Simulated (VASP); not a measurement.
Computed with PBE GGA, VASP's PBE PAW potentials (set 64) (plane waves; VASP 6.6.1).

VASP input:

### KPOINTS
```
Automatic mesh
0
gamma
  8 8 8
0 0 0
```

INCAR:
```
ALGO = Normal
EDIFF = 1E-7
EDIFFG = -0.01
ENCUT = 480
GGA = PE
IBRION = 2
ISIF = 3
ISMEAR = 0
LASPH = .TRUE.
LCHARG = .FALSE.
LMAXMIX = 4
LREAL = .FALSE.
LWAVE = .FALSE.
NELM = 100
NSW = 40
PREC = Accurate
PSTRESS = 100
SIGMA = 0.05
SYSTEM = GaAs
```

### POSCAR
```
GaAs
1
    0.0000000000     2.8708749059     2.8708749059
    2.8708749059     0.0000000000     2.8708749059
    2.8708749059     2.8708749059     0.0000000000
Ga As
1 1
Direct
  0.0000000000   0.0000000000   0.0000000000
  0.2500000000   0.2500000000   0.2500000000
```

POTCAR, in this order: Ga_d As (PBE.64 set). Program: vasp_std.

Energy and stress use the plane-wave basis of the starting cell.

**Question.** What does the run give for the energy per atom (σ→0), volume per atom, band gap (on the k-mesh)?

**Answer.** 
```json
{
  "energy per atom (σ→0)": "-391.6 kJ/mol of atoms",
  "band gap (on the k-mesh)": "1.08 eV",
  "volume_per_atom": "21.01 Å³/atom"
}
```

OSZICAR:
```
...
       N       E                     dE             d eps       ncg     rms          rms(c)
DAV:   1    -0.811842121868E+01    0.25789E-02   -0.22417E-03   984   0.102E+00    0.757E-02
DAV:   2    -0.811828857680E+01    0.13264E-03   -0.24082E-04   944   0.405E-01    0.345E-02
DAV:   3    -0.811825610009E+01    0.32477E-04   -0.38662E-05   994   0.139E-01    0.780E-03
DAV:   4    -0.811825335193E+01    0.27482E-05   -0.39225E-06   907   0.313E-02    0.245E-03
DAV:   5    -0.811825314571E+01    0.20622E-06   -0.22013E-07   700   0.711E-03    0.736E-04
DAV:   6    -0.811825315878E+01   -0.13074E-07   -0.31766E-08   377   0.305E-03
   6 F= -.54961505E+01 E0= -.54961505E+01  d E =-.897271E-05
```

The compound is GaAs in the zinc blende structure. This run relaxes it under an external pressure of 10 GPa. Symmetry was kept, so distortions that lower it aren't found.
